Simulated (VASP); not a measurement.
CaO (rock salt):

```yaml
crystal:
  lattice:
    - [0.00000, 2.40500, 2.40500]
    - [2.40500, 0.00000, 2.40500]
    - [2.40500, 2.40500, 0.00000]
  atoms:
    - { symbol: Ca, position: [0.00000, 0.00000, 0.00000] }
    - { symbol: O, position: [0.50000, 0.50000, 0.50000] }
```

The lowest empty band near X, direction across the valley's axis, from mBJ (TB09) with spin-orbit coupling in VASP (PAW); its two spin partners are averaged. The gap over the points computed is 5.25 eV, and the next band on that side lies 3.24 eV away at the edge.

Run with 520 eV cut-off, 11×11×11 Γ-centred mesh, Gaussian smearing of 0.050 eV, potentials Ca_sv O.

| distance from the edge in k (1/Å) | distance in energy (meV) |
|---|---|
| 0.025 | 4.3 |
| 0.035 | 8.5 |
| 0.050 | 17.4 |
| 0.070 | 34.1 |

Q: Fit E(1 + αE) = ħ²k²/2m* (ħ²/2m0 = 3.810 eV Å²) and predict the row at 0.095 1/Å.

A: The rows don't resolve α, so a parabola serves: the electron mass is m* = 0.548 m0, and so 62.8 meV. The run gave 62.7 meV, -0.1 meV from the fit.

Left out are points under 3 meV from the edge, since the levels carry 0.1 meV, and points farther than half the way to the next band.

The compound is CaO in the rock salt structure. The cell was not relaxed at this level.
